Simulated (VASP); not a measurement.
Crystal: BaY.

```
Ba Y
1.0
     4.45878    0.00000    0.00000
     0.00000    4.45878    0.00000
     0.00000    0.00000    5.84120
Ba Y
2 2
Direct
  0.50000 0.00000 0.30000
  0.00000 0.50000 0.70000
  0.00000 0.00000 0.00000
  0.50000 0.50000 0.00000
```

The cell was built by a generator and needn't be a form met in nature.

```yaml
Program: VASP 6.6.1
Task: relaxation of cell and atoms
Functional: RPBE
Potentials_or_basis: VASP PAW PBE potentials, release 64 (Ba_sv, Y_sv)
Cutoff: 600 eV
k_mesh: 6 × 6 × 5
Occupations: methfessel-paxton, width 0.2 eV
Spin: no spin polarisation
```

At the start: pressure 19.5 GPa; volume 29.03 Å³/atom.

Task: Where does the relaxation end?

Result: Over 20 steps the energy falls by 1425.4 meV/atom and the volume is 45.82 Å³/atom (+57.8 %); space group P4/mmm (No. 123, to 0.05 Å).

The path:
| step | energy change (eV) | largest force (eV/Å) | pressure (GPa) | volume (Å³) |
| --- | --- | --- | --- | --- |
| 1 | 0.0000 | 3.6545 | 19.48 | 116.13 |
| 2 | -4.0667 | 1.3346 | 1.00 | 185.83 |
| 3 | -4.1745 | 1.1673 | 0.07 | 197.76 |
| 4 | -4.1851 | 0.9211 | -1.21 | 223.12 |
| 5 | -4.2114 | 1.0340 | -0.63 | 209.68 |
| 6 | -4.2095 | 1.0561 | -0.51 | 207.45 |
| 7 | -4.3385 | 1.0297 | -0.43 | 203.11 |
| 8 | -4.6915 | 0.9835 | -0.01 | 190.43 |
| 9 | -5.2192 | 0.8372 | 1.68 | 166.54 |
| 10 | -4.0520 | 0.0779 | 11.29 | 124.40 |
| 11 | -5.1807 | 0.7146 | 3.10 | 156.00 |
| 12 | -5.2903 | 0.6051 | 2.83 | 158.01 |
| 13 | -5.5304 | 0.3011 | 2.10 | 164.08 |
| 14 | -5.6548 | 0.2248 | 0.64 | 176.52 |
| 15 | -5.6653 | 0.1123 | 0.94 | 173.90 |
| 16 | -5.6873 | 0.0726 | 0.57 | 177.39 |
| 17 | -5.7016 | 0.0036 | -0.01 | 183.29 |
| 18 | -5.7016 | 0.0015 | -0.02 | 183.48 |
| 19 | -5.7016 | 0.0003 | -0.02 | 183.43 |
| 20 | -5.7018 | 0.0036 | -0.01 | 183.27 |

Final structure:
```
Ba Y
1.0
     5.57775    0.00000    0.00000
     0.00000    5.57775    0.00000
     0.00000    0.00000    5.89075
Ba Y
2 2
Direct
  0.50000 0.00000 0.49963
  0.00000 0.50000 0.50037
  0.00000 0.00000 0.00000
  0.50000 0.50000 0.00000
```

Caveat: the volume moved by over 15 % at a fixed basis, so the end points are rough; the PAW data sets were made with another functional, which shifts forces and pressure a little.
